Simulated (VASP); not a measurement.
```xyz
3
Lattice="0.0000 3.4900 3.4900 3.4900 0.0000 3.4900 3.4900 3.4900 0.0000" Properties=species:S:1:pos:R:3 pbc="T T T"
Sr     0.0000     0.0000     0.0000
Cl     1.7450     1.7450     1.7450
Cl     5.2350     5.2350     5.2350
```

Method: PBE GGA, VASP's PBE PAW potentials (set 64) (plane waves; VASP). Settings: 400 eV cut-off, 4×4×4 Γ-centred mesh, Gaussian smearing of 0.050 eV, potentials Sr_sv Cl.

Estimate the energy per atom (σ→0), band gap (on the k-mesh) with the smallest direct gap where there is one.

```
Property                                     Result
-----------------------------------  --------------
band gap (on the k-mesh)                    5.33 eV
smallest direct gap (on the k-mesh)         5.50 eV
energy per atom (σ→0)                -4.260 eV/atom
```

Only differences to runs with the same potentials and settings are physical.

The compound is SrCl2 in the fluorite structure. The cell was not relaxed at this level.
